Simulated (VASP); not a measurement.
Consider the following.

```yaml
crystal:
  lattice:
    - [0.00000, 2.66851, 2.66851]
    - [2.66851, 0.00000, 2.66851]
    - [2.66851, 2.66851, 0.00000]
  atoms:
    - { symbol: Pd, position: [0.00000, 0.00000, 0.00000] }
    - { symbol: S, position: [0.25000, 0.25000, 0.25000] }
```

The numbers are results of PBEsol GGA, VASP's PBE PAW potentials (set 64) (plane waves; VASP), not measurements. Numerical set-up: 400 eV cut-off, Gaussian smearing of 0.050 eV, potentials Pd S.

Estimate the band gap (along the path) with the smallest direct gap where there is one.

| Property | Value |
|---|---|
| band gap (along the path) | none (metal, semimetal or under 0.01 eV) |

The absolute energy has meaning only against runs of the same code, potentials and settings.

The structure was generated: PdS was put into the zinc blende type (F-43m), which need not be its known phase. It was relaxed first, which changed the volume by -15 %.
